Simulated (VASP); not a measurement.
**MgH8Cl2O4: single point with PBE+D3(BJ)**

The system is MgH8Cl2O4.

```xyz
15
Lattice="5.7083 0.0000 0.0000 0.0000 5.7083 0.0000 0.0000 0.0000 5.7083" Properties=species:S:1:pos:R:3 pbc="T T T"
O     3.8739    5.1961    2.4859
O     2.1765    3.4178    4.5450
O     1.3969    2.7405    1.8108
O     3.9906    2.6194    0.8610
H     4.6896    5.2940    1.8668
H     4.2686    5.9076    3.1423
H     2.7685    3.3401    5.3684
H     1.3338    3.9024    4.8577
H     0.9983    3.4379    1.2421
H     0.5425    2.4407    2.3038
H     4.6356    3.3031    0.5862
H     4.3489    1.7416    0.4746
Mg    3.0647    3.1860    2.8376
Cl   -0.0706    4.6574    0.1734
Cl    4.9268    1.8906    3.7619
```

The cell was built by a generator and needn't be a form met in nature.

| Item | Value |
| --- | --- |
| Program | VASP 6.6.1 |
| Task | single point |
| Functional | PBE |
| Dispersion | D3(BJ) |
| Potentials or basis | VASP PAW PBE potentials, release 64 (O, H, Mg, Cl) |
| Cutoff | 520 eV |
| k mesh | 1 × 1 × 1 |
| Occupations | fermi-dirac, width 0.05 eV |
| Spin | no spin polarisation |
| Dipole correction | no |
| Further INCAR settings | LREAL = Auto; ALGO = Normal; EDIFF = 1e-06; NBANDS = 37 |

The pressure is 0.3 GPa and the largest force is 2.657 eV/Å. The band gap on the k mesh is 4.90 eV, direct and the dispersion energy per atom is -0.067 eV.

Forces on the atoms (eV/Å):
```
O    1.785  0.641  0.105
O    0.364  0.459  1.372
O   -1.258 -0.724  1.184
O   -1.183 -2.370  0.209
H   -1.416 -0.876  0.107
H   -1.167 -0.804 -0.171
H   -0.564 -0.333 -0.954
H    0.635 -0.402 -0.368
H   -0.031  0.504 -0.509
H    1.359  0.048 -0.017
H    0.712  0.571 -0.451
H   -0.849  1.601  0.674
Mg   0.807  0.245 -0.762
Cl   0.632  1.522 -0.508
Cl   0.173 -0.083  0.089
```

Stress tensor (GPa, compression positive):
```
-0.27  0.84 -0.63
 0.84 -0.55 -1.64
-0.63 -1.64  1.84
```

Levels at points of the mesh, in eV from the valence-band top:
| k point | band 22 | band 23 | band 24 | band 25 | band 26 | band 27 |
| --- | --- | --- | --- | --- | --- | --- |
| (0.00, 0.00, 0.00) | -0.49 | -0.18 | 0.00 | 4.90 | 7.66 | 8.25 |

Wall time 23 s on 1 thread of Intel(R) Xeon(R) Platinum 8259CL CPU @ 2.50GHz (Skylake/Cascade Lake) (shared host), peak memory 0.24 GiB.

Expect the measured gap to be larger: semilocal functionals such as PBE lack the derivative discontinuity.
